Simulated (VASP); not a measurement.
Consider the following.

```
Os
1.0
    1.37771    -2.38627     0.00000
    1.37771     2.38627     0.00000
    0.00000     0.00000     4.34160
Os
2
Direct
  0.33333   0.66667   0.25000
  0.66667   0.33333   0.75000
```

The numbers are results of PBE GGA, VASP's PBE PAW potentials (set 64) (plane waves; VASP), not measurements. Run with 480 eV cut-off, 14×14×8 Γ-centred mesh, first-order Methfessel-Paxton smearing of 0.10 eV, potentials Os.

Unless said otherwise, spin-orbit coupling is left out, though it shifts the bands of the heavy elements here.

Q: Predict the energy per atom (σ→0), band gap (on the k-mesh) with the smallest direct gap where there is one.

A: 
```
Item                                                        Result
------------------------  ----------------------------------------
band gap (on the k-mesh)  none (metal, semimetal or under 0.01 eV)
energy per atom (σ→0)                              -11.246 eV/atom
```

The absolute energy has meaning only against runs of the same code, potentials and settings.

The compound is Os in the hcp structure. It was relaxed first. The start is the result of an earlier pass.
